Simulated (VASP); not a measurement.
Cd2SeS (space group P3m1): computed properties

Level of theory: r2SCAN meta-GGA, VASP's PBE PAW potentials (set 64) (plane waves; VASP 6.6.1).

| Property | Result |
|---|---|
| space group | P3m1 (156) |
| cell | a = b = 4.2464 Å, c = 6.9205 Å, α = β = 90.00°, γ = 120.00° |
| volume per atom | 27.02 Å³/atom |
| band gap (over mesh and band path) | 1.22 eV |
| smallest direct gap (over mesh and band path) | 1.22 eV |
| band-edge character | direct, Γ to Γ |
| density | 5.16 g/cm³ |

```yaml
crystal:
  lattice:
    - [4.24641, 0.00000, 0.00000]
    - [-2.12320, 3.67750, 0.00000]
    - [0.00000, 0.00000, 6.92047]
  atoms:
    - { symbol: Cd, position: [0.00000, 0.00000, 0.48968] }
    - { symbol: Cd, position: [0.33333, 0.66667, 0.01014] }
    - { symbol: Se, position: [0.33333, 0.66667, 0.62628] }
    - { symbol: S, position: [0.00000, 0.00000, 0.12189] }
```

The structure comes from a computed database's Cd2SeS entry (P3m1); how it stands against other phases isn't given here. It was relaxed first. Symmetry was kept, so distortions that lower it aren't found.
